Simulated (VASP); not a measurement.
Calculation: rev-vdW-DF2, VASP's PBE PAW potentials (set 64) (plane waves; VASP 6.6.1).

A VASP calculation is set up with these files.

INCAR:
```
SYSTEM = CdS
PREC = Accurate; ENCUT = 520; LREAL = .FALSE.
LASPH = .TRUE.
EDIFF = 1E-6; NELM = 100; ALGO = Normal
LMAXMIX = 4
ISMEAR = 0; SIGMA = 0.05
GGA = MK; LUSE_VDW = .TRUE.; AGGAC = 0.0
PARAM1 = 0.1234568; PARAM2 = 0.7114; ZAB_VDW = -1.8867
IBRION = 2; NSW = 60; ISIF = 3
EDIFFG = -0.02
LWAVE = .FALSE.; LCHARG = .FALSE.
```

File POSCAR:
```
CdS
1
    2.0872593969    -3.6152391481     0.0000000000
    2.0872593969     3.6152391481    -0.0000000000
    0.0000000000     0.0000000000     6.7839799116
Cd S
2 2
Direct
  0.6666670000   0.3333330000   0.5000149596
  0.3333330000   0.6666670000   0.0000149596
  0.6666670000   0.3333330000   0.8769850404
  0.3333330000   0.6666670000   0.3769850404
```

### KPOINTS
```
Automatic mesh
0
gamma
6 6 3
0 0 0
```

POTCAR, in this order: Cd S (PBE.64 set). Program: vasp_std.

**Question.** What will the output report for the number of irreducible k-points (NKPTS), largest plane-wave count, number of space-group operations, FFT grid (NGX, NGY, NGZ)?

**Answer.** 
```json
{
  "number of irreducible k-points (NKPTS)": "14",
  "largest_plane_wave_count": "2779",
  "number_of_space_group_operations": "12",
  "FFT grid (NGX, NGY, NGZ)": "32 × 32 × 50"
}
```

The compound is CdS in the wurtzite structure. It was relaxed first. The start is the result of an earlier pass.
